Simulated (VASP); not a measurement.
Input:

```
NbH
1.0
    1.85422    -2.40469     0.00000
    1.85422     2.40469     0.00000
    0.00000     0.00000     4.82729
Nb H
2 2
Direct
  0.75000   0.25000   0.26884
  0.25000   0.75000   0.73116
  0.25000   0.25000   0.00000
  0.75000   0.75000   0.00000
```

All values below come from LDA (Ceperley-Alder, Perdew-Zunger), VASP's LDA PAW potentials (set 64) (plane waves; VASP 6.6.1). Settings: 300 eV cut-off, 11×11×7 Γ-centred mesh, Gaussian smearing of 0.14 eV, potentials Nb_sv H.

At this cut-off the stress carries a Pulay error, which pulls relaxed volumes low.

Give the stress tensor in GPa (positive for a compressed cell).

```
-14.25    0.00    0.00
  0.00  -14.01    0.00
  0.00    0.00  -14.41
```
The pressure is its mean diagonal, -14.22 GPa.

The structure comes from a computed database's NbH entry (Cmme); how it stands against other phases isn't given here. The cell was not relaxed at this level.
